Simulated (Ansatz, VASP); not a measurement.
**Cross-check of Al between VASP and Ansatz**

Aim: how closely do two programs agree when they are given the same cell, functional and k mesh? The structure shown is the end of the Ansatz relaxation below.

Method: plane waves, with VASP 6.6.1 beside it; single point at PBEsol, in Ansatz 0.2.0.

### Step 1. The starting structure

The structure is tetragonal, space group I4/mmm (No. 139). Conventional cell: a = 2.754 Å, b = 2.754 Å, c = 4.122 Å, α = 90.00°, β = 90.00°, γ = 90.00°. Al has 12 Al at 2.75 to 2.84 Å nearest.

### Step 2. Ansatz: relaxation, PBEsol

Ansatz runs on its PAW soft_1 files.

This run makes the geometry at which the two programs are then compared.

input.yaml

```yaml
crystal:
  lattice:
    - [2.75375143, 0.0, 0.0]
    - [0.0, 2.75375143, 0.0]
    - [0.0, 0.0, 4.087105084]
  atoms:
    - { symbol: Al, position: [0.0, 0.0, 0.0] }
    - { symbol: Al, position: [0.5, 0.5, 0.5] }
kpoints:
  mp_grid: { grid: [15, 15, 11] }
scf:
  occupations: { method: fermi_dirac, width: 0.05 }
hamiltonian:
  xc: pbesol
  pseudopotentials: { kind: paw, azcp: { folder: soft_1 }, xc_functional: pbe }
basis:
  ecutwfc: 600
output:
  forces: true
  stress: true
  write_density: true
  write_potential: true
  elf: true
  volumetric_format: npy
relax:
  f_tol: 0.005
  max_steps: 70
  cell: { stress_tol: 0.02, p_target: 0, fix: [a, b, alpha, beta, gamma] }
```

Run with:

```
$ ansatz run input.yaml --threads 4 --pin off --max-ram 10240MiB --backend cpu --events-out ev --progress --plain --runs-dir out
```

Numbers of over 12 decimals in the logs are rounded to 6 here.

The program printed:

```text
Engine: ansatz 0.2.0, aarch64-unknown-linux-gnu
Pseudopotentials: kind: paw
Pseudopotential: Al, paw, valence charge 3, recommended cutoff 420 eV (normal), soft_1/Al.paw.azcp
Functional definition: PBEsol
  exchange = pbesol_x
  correlation = pbesol_c
Crystal: 2 atoms, lattice volume = 30.993 Å³
Basis set: ecut = 600 eV, 1057 PW (Γ), exchange–correlation on 48×48×72 points (8 copies of the dense FFT grid, shifted against one another)
Bands: 7, of which v1, the nominal top of the filled ones, is band 3 counted from 1 (2 counted from 0)
Symmetry: 32 space group operations
Space group: I4/mmm (ITA 139), of the structure as read, at distance tolerance 3.1e-5 Å
k-points: 216 of 2475
Non-local potential: Al, projectors of the file, l = 0: 2, l = 1: 2, l = 2: 1
PAW form: soft (Blöchl's): semilocal exchange-correlation on the pseudo side does not see the compensation charge
PAW frozen core: Al, regenerated for the run's functional, and the local potential with it (the file was generated under x = pbe(κ = 0.804, μ = 0.219515), c = pbe(β = 0.066725))
PAW one-centre angular grid: Al, 110 points (default); XC on 64 Gauss nodes
Initial density: superposition of atomic densities (chi_scale 0.1, normalization cell)
Initial wavefunctions: pseudopotential atomic-orbital guess
Functional: x = pbesol(κ = 0.804, μ = 0.123457), c = pbesol(β = 0.046)
SCF iter   1: F=—  HF=-1049.192464 eV  |F-HF|=—  |Δ(HF+E_count)|=         —  Δρ=2.41e-2  dr2=1.84e-1  ethr=3.10e-3  ⟨swp⟩=4.7  Hψ=12066  notcnv=0
preconditioner: auto → none  [metal: Δε(μ)=0.036 eV  Ē_g=9.378 eV  σ=0.050 eV  W_gap=0.18  n_scr=2 (ndim 8)  ℏωp=16.3 eV  f_vac=0.000  D(μ)=0.61/eV (n_scr^D=2)  sad-step TF]
SCF iter   2: F=—  HF=-1049.133715 eV  |F-HF|=—  |Δ(HF+E_count)|=   5.87e-2  Δρ=1.58e-2  dr2=7.94e-2  ethr=3.07e-3  ⟨swp⟩=1.0  Hψ=3240  notcnv=0
SCF iter   3: F=—  HF=-1049.083855 eV  |F-HF|=—  |Δ(HF+E_count)|=   4.99e-2  Δρ=3.20e-4  dr2=1.12e-5  ethr=1.32e-3  ⟨swp⟩=1.9  Hψ=1916  notcnv=0
SCF iter   4: F=—  HF=-1049.083683 eV  |F-HF|=—  |Δ(HF+E_count)|=   1.71e-4  Δρ=5.99e-5  dr2=6.39e-7  ethr=1.87e-7  ⟨swp⟩=2.0  Hψ=2165  notcnv=0  defer=27
SCF iter   5: F=-1049.083679 eV  HF=-1049.083679 eV  |F-HF|=1.40e-9  |Δ(HF+E_count)|=   4.49e-6  Δρ=3.98e-6  dr2=2.45e-9  ethr=1.67e-9  ⟨swp⟩=7.0  Hψ=6088  notcnv=0
SCF 1 converged in 5 iterations: F = -1049.083679 eV  dr2 = 2.45e-9
  greatest PAW one-centre occupation: 0.451 electrons in one spin orbital (limit 2), on the Al atom at site 1 (counted from 0), in its partial waves of l = 0
relax step   1: F+E_penalty+E_count = -1049.08367890 eV  Δ(F+E_penalty+E_count) = +0.000e0 eV  max|allowed force component| = 9.244e-33 eV/Å  Δτ_max = 0.0000 Å  P = +3.998 GPa  Ω = 30.993 Å³  fix = [a, b, alpha, beta, gamma]  reactions: a +5.175, b +5.175 GPa  (5 SCF iters, dr2 threshold 1.00e-7 eV, accepted)
[...]
relax step   2: F+E_penalty+E_count = -1049.08494331 eV  Δ(F+E_penalty+E_count) = -1.264e-3 eV  max|allowed force component| = 3.081e-32 eV/Å  Δτ_max = 0.0000 Å  P = +3.104 GPa  Ω = 31.309 Å³  energy of the carried Pulay correction = -1.267e-6 eV  fix = [a, b, alpha, beta, gamma]  reactions: a +4.828, b +4.828 GPa  (3 SCF iters, dr2 threshold 2.00e-7 eV, accepted)
[...]
relax step   3: F+E_penalty+E_count = -1049.08500631 eV  Δ(F+E_penalty+E_count) = -6.300e-5 eV  max|allowed force component| = 4.487e-32 eV/Å  Δτ_max = 0.0000 Å  P = +3.255 GPa  Ω = 31.254 Å³  energy of the carried Pulay correction = -1.048e-6 eV  fix = [a, b, alpha, beta, gamma]  reactions: a +4.892, b +4.892 GPa  (3 SCF iters, dr2 threshold 2.00e-7 eV, accepted)
[...]
relax step   4: F+E_penalty+E_count = -1049.08500759 eV  Δ(F+E_penalty+E_count) = -1.287e-6 eV  max|allowed force component| = 6.163e-33 eV/Å  Δτ_max = 0.0000 Å  P = +3.255 GPa  Ω = 31.254 Å³  fix = [a, b, alpha, beta, gamma]  reactions: a +4.892, b +4.892 GPa  stress off target by 1.81e-2 GPa on what of the cell is left free  SCF on the basis re-selected at this cell (its energy is not comparable with the rows above)  (3 SCF iters)
basis re-selected at this cell: Δ(F+E_penalty+E_count) = -1.287e-6 eV, ΔP = +0.000 GPa vs the last step (what re-selecting the basis moved, of the pressure what is left beyond the Pulay correction that the steps carried, after the strain that the cell walked since its last selection, with what the two solves' SCF thresholds leave and, on support functions, any second-order correction that the steps lacked; it is no m [...]
SCF converged after 3 iterations
Free energy (F): -1049.085008 eV
Harris-Foulkes:  -1049.085008 eV  (|F-HF|=2.27e-13)
Internal energy: -1049.079778 eV  (E = F + TS)
E sigma→0 (E₀):  -1049.082393 eV
Entropy (-TS):   -0.005229 eV (-2.615 meV/atom)
Fermi energy:    8.434402 eV
--- Per-component energies (eV) ---
  E_band       = 23.266761
  E_kinetic    = 46.733892
  E_local      = 22.393918  (includes V_loc(G=0)·N_el)
  E_nonlocal   = 20.434250
  E_hartree    = 0.217907
  E_xc         = -75.584581
  E_vxc        = -59.678191  (∫ρ·V_xc dr)
  E_paw        = -913.605669  (= ΣΔE_a)
  E_vpaw       = -7.052926  (= ΣTr[D̂ρ^β])
  E_aug_tail   = 0.000002  (compensation charges beyond the density's cutoff)
  E_ewald      = -149.707777
  E_core_change = 0.038278  (= ΣΔE_core)
  E_smearing   = -0.005229  (= −TS)
  E_closure    = 0.000000  (closes the sum)
  Σ components = -1049.085008   (vs F -1049.085008, Δ=0.00e0)
--- Forces (eV/Å), atoms counted from 1 ---
  atom   1  Al     0.00000000     0.00000000     0.00000000
  atom   2  Al     0.00000000     0.00000000     0.00000000
  max |Σ_I F_I| component: 9.55e-32 eV/Å
--- Stress (GPa, compression-positive) ---
        4.891706       0.000000       0.000000
        0.000000       4.891706       0.000000
        0.000000       0.000000      -0.018093
  P = ⅓ Tr σ = 3.2551 GPa (32.551 kbar)
--- Band table (eV; the first three rows and the last of 216) ---
  k-point 0: bands = ["-3.0492", "4.8685", "6.0488", "14.1484", "15.0327", "15.0327", "18.7279"]
  k-point 1: bands = ["-2.9773", "3.9037", "7.1377", "14.2187", "15.0924", "15.0924", "18.7933"]
  k-point 2: bands = ["-2.7618", "2.6416", "8.7722", "14.4291", "15.2713", "15.2713", "18.9879"]
  k-point 215: bands = ["6.7022", "7.3696", "7.4063", "8.0889", "8.9188", "9.1919", "10.4263"]
--- Relaxed structure (3 steps of the walk, 3 accepted, 1 SCFs on fresh bases) ---
  F+E_penalty+E_count = -1049.08500759 eV   max|allowed force component| = 6.163e-33 eV/Å   (the final SCF, on the basis selected at the relaxed cell)
  cell:  # Å, volume = 31.2543 Å³
    - [2.75375143, 0, 0.0]
    - [0, 2.75375143, 0.0]
    - [0.0, 0.0, 4.121554]
  atoms:
    - { symbol: Al, position: [0.0, 0.0, 0.0] }
    - { symbol: Al, position: [0.5, 0.5, 0.5] }
```

### Step 3. VASP: single point, PBEsol, pair 1

The same cell, functional, mesh and smearing now go to VASP, with its own data sets.

Lines of VASP's logs that name or quote its potential files are left out, and so is its time.

INCAR

```
SYSTEM = Al
PREC = Accurate
ENCUT = 500
EDIFF = 1E-06
NELM = 120
ISMEAR = -1
SIGMA = 0.05
LREAL = .FALSE.
ALGO = Normal
GGA = PS
NBANDS = 9
LORBIT = 11
LWAVE = .FALSE.
LCHARG = .FALSE.
ISIF = 2
LASPH = .TRUE.
GGA_COMPAT = .FALSE.
```

POSCAR

```
Al
1.0
    2.7537514300      0.0000000000      0.0000000000
    0.0000000000      2.7537514300      0.0000000000
    0.0000000000      0.0000000000      4.1215535355
Al
2
Direct
    0.0000000000      0.0000000000      0.0000000000
    0.5000000000      0.5000000000      0.5000000000
```

KPOINTS

```
Automatic mesh
0
Gamma
15 15 11
0 0 0
```

Potentials, in the order of the species: Al (PBE family, release 64).

Run with:

```
$ mpirun -np 1 vasp_std
```

The program printed:

```text
[banner, memory and clock lines left out]
running    1 mpi-ranks, on    1 nodes
 distrk:  each k-point on    1 cores,    1 groups
 distr:  one band on    1 cores,    1 groups

 POSCAR found type information on POSCAR Al
 POSCAR found :  1 types and       2 ions
|                                                                             |
|               ----> ADVICE to this user running VASP <----                  |
|                                                                             |
|     You enforced a specific xc type in the INCAR file but a different       |
|     [... a line on the potential file left out ...]
|     I HOPE YOU KNOW WHAT YOU ARE DOING!                                     |
|                                                                             |

 LDA part: xc-table for (Slater+PW92), standard interpolation
 POSCAR, INCAR and KPOINTS ok, starting setup
 FFT: planning ... GRIDC
 FFT: planning ... GRID_SOFT
 FFT: planning ... GRID
 WAVECAR not read
 entering main loop
       N       E                     dE             d eps       ncg     rms          rms(c)
DAV:   1    -0.153703755080E+01   -0.15370E+01   -0.21610E+03  3920   0.475E+02
DAV:   2    -0.812552209140E+01   -0.65885E+01   -0.63140E+01  5317   0.517E+01
DAV:   3    -0.822831750913E+01   -0.10280E+00   -0.10200E+00  5008   0.584E+00
DAV:   4    -0.822875956273E+01   -0.44205E-03   -0.44195E-03  5251   0.397E-01
DAV:   5    -0.822876205454E+01   -0.24918E-05   -0.24927E-05  5039   0.266E-02    0.211E+00
DAV:   6    -0.819376322854E+01    0.34999E-01   -0.37800E-03  4488   0.325E-01    0.120E+00
DAV:   7    -0.817023805392E+01    0.23525E-01   -0.97028E-03  4390   0.502E-01    0.222E-01
DAV:   8    -0.817010494892E+01    0.13311E-03   -0.10562E-04  5603   0.683E-02    0.396E-02
DAV:   9    -0.817010326473E+01    0.16842E-05   -0.89280E-07  4759   0.605E-03    0.201E-03
DAV:  10    -0.817010277601E+01    0.48872E-06   -0.11642E-08  2704   0.821E-04
   1 F= -.81701028E+01 E0= -.81674944E+01  d E =-.521677E-02
```

From OUTCAR (step 3):

```text
ion  position               nearest neighbor table
   1  0.000  0.000  0.000-   2 2.84   2 2.84   2 2.84   2 2.84   2 2.84   2 2.84   2 2.84   2 2.84

  LATTYP: Found a simple tetragonal cell.
 ALAT       =     2.7537514300
 C/A-ratio  =     1.4967050005

 Subroutine GETGRP returns: Found 16 space group operations
 (whereof 16 operations were pure point group operations)

The static configuration has the point symmetry D_4h.

 Found    216 irreducible k-points:

   k-points           NKPTS =    216   k-points in BZ     NKDIM =    216   number of bands    NBANDS=      9

   dimension x,y,z NGX =    20 NGY =   20 NGZ =   30
   dimension x,y,z NGXF=    40 NGYF=   40 NGZF=   60

   ENCUT  =  500.0 eV  36.75 Ry    6.06 a.u.   5.02  5.02  7.51*2*pi/ulx,y,z

   NELECT =       6.0000    total number of electrons

 k-points in reciprocal lattice and weights: Automatic mesh
   0.00000000  0.00000000  0.00000000       0.000
   0.06666667  0.00000000  0.00000000       0.002
   0.13333333  0.00000000  0.00000000       0.002
   0.20000000  0.00000000  0.00000000       0.002
   0.26666667  0.00000000  0.00000000       0.002
   0.33333333  0.00000000  0.00000000       0.002
   0.40000000  0.00000000  0.00000000       0.002
   0.46666667  0.00000000  0.00000000       0.002
   0.06666667  0.06666667  0.00000000       0.002
[...]
0.46666667  0.40000000  0.45454545       0.006
   0.46666667  0.46666667  0.45454545       0.003

 average (electrostatic) potential at core
       1 -71.6629       2 -71.6629

 E-fermi :   8.5122

 k-point     1 :       0.0000    0.0000    0.0000
  band No.  band energies     occupation
      1      -2.9829      2.00000
      2       4.9379      2.00000
      3       6.1278      2.00000
      4      14.2519      0.00000
      5      15.1120      0.00000
      6      15.1120      0.00000
      7      18.8222      0.00000
      8      21.0339      0.00000
    ...

 k-point     2 :       0.0667    0.0000    0.0000
  band No.  band energies     occupation
      1      -2.8962      2.00000
      2       5.0171      2.00000
      3       6.2112      2.00000
      4      12.8252      0.00000
      5      15.1849      0.00000
      6      15.9726      0.00000
      7      19.6006      0.00000
      8      20.2608      0.00000
    ...

 k-point     3 :       0.1333    0.0000    0.0000
  band No.  band energies     occupation
      1      -2.6365      2.00000
      2       5.2548      2.00000
      3       6.4583      2.00000
      4      10.9037      0.00000
      5      15.4035      0.00000
      6      16.6222      0.00000
      7      18.3600      0.00000
      8      18.8301      0.00000
    ...

  Total        0.9754329      0.9754329      0.0137231      0.0000000      0.0000000      0.0000000
  in kB       50.0031749     50.0031749      0.7034798      0.0000000      0.0000000      0.0000000
  external PRESSURE =      33.5699432 kB  Pullay stress =       0.0000000 kB

  energy-cutoff  :      500.00
  volume of cell :       31.25
      direct lattice vectors                 reciprocal lattice vectors
     2.753751430  0.000000000  0.000000000     0.363140983  0.000000000  0.000000000
     0.000000000  2.753751430  0.000000000     0.000000000  0.363140983  0.000000000
     0.000000000  0.000000000  4.121553536     0.000000000  0.000000000  0.242626959

 POSITION                                       TOTAL-FORCE (eV/Angst)
 -----------------------------------------------------------------------------------
      0.00000      0.00000      0.00000         0.000000      0.000000      0.000000
      1.37688      1.37688      2.06078         0.000000      0.000000     -0.000000
 -----------------------------------------------------------------------------------
    total drift:                               -0.000000      0.000000     -0.000000

  FREE ENERGIE OF THE ION-ELECTRON SYSTEM (eV)
  ---------------------------------------------------
  free  energy   TOTEN  =        -8.1701027760 eV

  energy  without entropy=       -8.1648860021  energy(sigma->0) =       -8.16749439

 total charge
# of ion       s       p       d       tot
------------------------------------------
    1        0.428   0.360   0.000   0.788
    2        0.428   0.360   0.000   0.788
--------------------------------------------------
tot          0.856   0.721   0.000   1.577

[... 3 further parts left out ...]
```

The run ends at a pressure of 3.36 GPa.

### Step 4. Comparison

Known differences besides the potentials themselves: the cutoff is 600 eV in Ansatz and 500 eV in VASP; Ansatz makes its cores anew for this functional, VASP keeps those of its PBE data sets; Ansatz's pressure holds a Pulay correction, VASP's none. Total energies have different zeros and are not compared.

Both answers:

| quantity | Ansatz | VASP | difference |
| --- | --- | --- | --- |
| pressure (GPa) | 3.26 | 3.36 | -0.10 |

### Step 5. Ansatz: relaxation, PBEsol

This run makes the geometry at which the two programs are then compared. The cell compared in this pair holds 31.80 Å³, against 31.25 Å³ for the pair before.

The structure compared here is the end of the Ansatz relaxation.

input.yaml, the sections that differ from step 2:

```yaml
crystal:
  lattice:
    - [2.78214062, 0.0, 0.0]
    - [0.0, 2.78214062, 0.0]
    - [0.0, 0.0, 4.063016056]
  atoms:
    - { symbol: Al, position: [0.0, 0.0, 0.0] }
    - { symbol: Al, position: [0.5, 0.5, 0.5] }
output:
  forces: true
  stress: true
# kpoints, scf, hamiltonian, basis, relax: as in step 2
```

Run with:

```
$ ansatz run input.yaml --threads 4 --pin off --max-ram 10240MiB --backend cpu --events-out ev --progress --plain --runs-dir out
```

The program printed:

```text
[...]
Crystal: 2 atoms, lattice volume = 31.449 Å³
Basis set: ecut = 600 eV, 1057 PW (Γ), exchange–correlation on 48×48×72 points (8 copies of the dense FFT grid, shifted against one another)
Bands: 7, of which v1, the nominal top of the filled ones, is band 3 counted from 1 (2 counted from 0)
Symmetry: 32 space group operations
[...]
k-points: 216 of 2475
[...]
2.260356       0.000000       0.000000
        0.000000       2.260356       0.000000
        0.000000       0.000000       0.002205
  P = ⅓ Tr σ = 1.5076 GPa (15.076 kbar)
--- Relaxed structure (3 steps of the walk, 3 accepted, 1 SCFs on fresh bases) ---
[...]
cell:  # Å, volume = 31.8046 Å³
    - [2.78214062, 0, 0.0]
    - [0, 2.78214062, 0.0]
    - [0.0, 0.0, 4.108952]
  atoms:
    - { symbol: Al, position: [0.0, 0.0, 0.0] }
    - { symbol: Al, position: [0.5, 0.5, 0.5] }
[key lines of the parts left out:]
SCF converged after 3 iterations
Free energy (F): -1049.099326 eV
Fermi energy:    8.239818 eV
```

### Step 6. VASP: single point, PBEsol, pair 2

The same cell, functional, mesh and smearing now go to VASP, with its own data sets.

INCAR is that of step 3.

POSCAR

```
Al
1.0
    2.7821406200      0.0000000000      0.0000000000
    0.0000000000      2.7821406200      0.0000000000
    0.0000000000      0.0000000000      4.1089524389
Al
2
Direct
    0.0000000000      0.0000000000      0.0000000000
    0.5000000000      0.5000000000      0.5000000000
```

KPOINTS is that of step 3.

Run with:

```
$ mpirun -np 1 vasp_std
```

The program printed:

```text
[banner, memory and clock lines left out]
running    1 mpi-ranks, on    1 nodes
[...]
[... a notice as in an earlier step ...]

 LDA part: xc-table for (Slater+PW92), standard interpolation
 POSCAR, INCAR and KPOINTS ok, starting setup
[...]
entering main loop
       N       E                     dE             d eps       ncg     rms          rms(c)
DAV:   1    -0.168648746893E+01   -0.16865E+01   -0.21748E+03  3912   0.473E+02
DAV:   2    -0.812900052481E+01   -0.64425E+01   -0.62481E+01  5363   0.511E+01
DAV:   3    -0.824253194035E+01   -0.11353E+00   -0.11305E+00  5117   0.590E+00
DAV:   4    -0.824303149245E+01   -0.49955E-03   -0.49953E-03  5241   0.396E-01
[...]
DAV:   8    -0.818481339690E+01    0.12391E-03   -0.10309E-04  5504   0.679E-02    0.342E-02
DAV:   9    -0.818481153437E+01    0.18625E-05   -0.97311E-07  4809   0.619E-03    0.201E-03
DAV:  10    -0.818481094580E+01    0.58857E-06   -0.13039E-08  2589   0.867E-04
   1 F= -.81848109E+01 E0= -.81822149E+01  d E =-.519207E-02
```

(Part 1 of 2 ends here.)

[Lines on the potential files, build, host, timing and source positions are cut from VASP's logs without a mark.]

[Logs are printed without paths, hosts, clocks, repeated set-up lines and the standing remarks that a program may print on its own settings, such as how far it seeks lower states.]

[Hosts, paths, dates, database ids (printed as entryN), source tags and the programs' standing remarks are cut or masked in the printed files.]
